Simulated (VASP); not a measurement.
Data:

```
CELL_PARAMETERS angstrom
      1.80426    -5.16108     0.00000
      1.80426     5.16108     0.00000
      0.00000     0.00000     3.96807
ATOMIC_POSITIONS crystal
  Te 0.64392 0.35608 0.25000
  Te 0.35608 0.64392 0.75000
  Rh 0.90466 0.09534 0.25000
  Rh 0.09534 0.90466 0.75000
```

All values below come from PBEsol GGA, VASP's PBE PAW potentials (set 64) (plane waves; VASP 6.6.1). Settings: 480 eV cut-off, 8×8×8 Γ-centred mesh, first-order Methfessel-Paxton smearing of 0.10 eV, potentials Te Rh_pv.

Each row applies one change to this cell, which was relaxed at other settings and keeps the small stress of the first row; at a fixed cut-off the stress holds a Pulay part, so it need not integrate to ΔE exactly. Stress is in GPa, positive when the cell is compressed.

```tsv
change	ΔE (meV/atom)	σxx	σyy	σzz	largest shear component, with its sign (GPa)	largest force (eV/Å)
none	0.0	0.44	0.49	0.02	0.00	0.085
biaxial strain of -3.0 % in the xz plane	(withheld)	(withheld)	(withheld)	(withheld)	(withheld)	(withheld)
atom 1 (Te) moved by -0.150 Å along z	(withheld)	(withheld)	(withheld)	(withheld)	(withheld)	(withheld)
atom 3 (Rh) moved by -0.100 Å along y	10.4	0.10	0.62	0.96	0.00	0.702
atom 2 (Te) moved by -0.150 Å along y	17.1	0.83	-0.24	2.01	0.00	0.865
atom 2 (Te) moved by 0.050 Å along x	1.4	0.52	0.52	0.16	0.25	0.224
uniaxial strain of -4.0 % along y	28.9	4.54	12.69	5.54	0.00	0.365
atom 4 (Rh) moved by -0.075 Å along x	1.9	0.62	0.47	0.29	0.69	0.252
```

Task: Some entries are withheld; supply them.

Result: 
- biaxial strain of -3.0 % in the xz plane, ΔE (meV/atom): 43.1
- biaxial strain of -3.0 % in the xz plane, σxx: 13.13
- biaxial strain of -3.0 % in the xz plane, σyy: 7.82
- biaxial strain of -3.0 % in the xz plane, σzz: 13.51
- biaxial strain of -3.0 % in the xz plane, largest shear component, with its sign (GPa): 0.00
- biaxial strain of -3.0 % in the xz plane, largest force (eV/Å): 0.168
- atom 1 (Te) moved by -0.150 Å along z, ΔE (meV/atom): 15.5
- atom 1 (Te) moved by -0.150 Å along z, σxx: 1.34
- atom 1 (Te) moved by -0.150 Å along z, σyy: 0.89
- atom 1 (Te) moved by -0.150 Å along z, σzz: 0.96
- atom 1 (Te) moved by -0.150 Å along z, largest shear component, with its sign (GPa): 0.20
- atom 1 (Te) moved by -0.150 Å along z, largest force (eV/Å): 0.851

Failed runs are left out, and for metals the shear rows, which the mesh's noise covers.

The structure was generated: TeRh was put into the CrB type (Cmcm), which need not be its known phase.
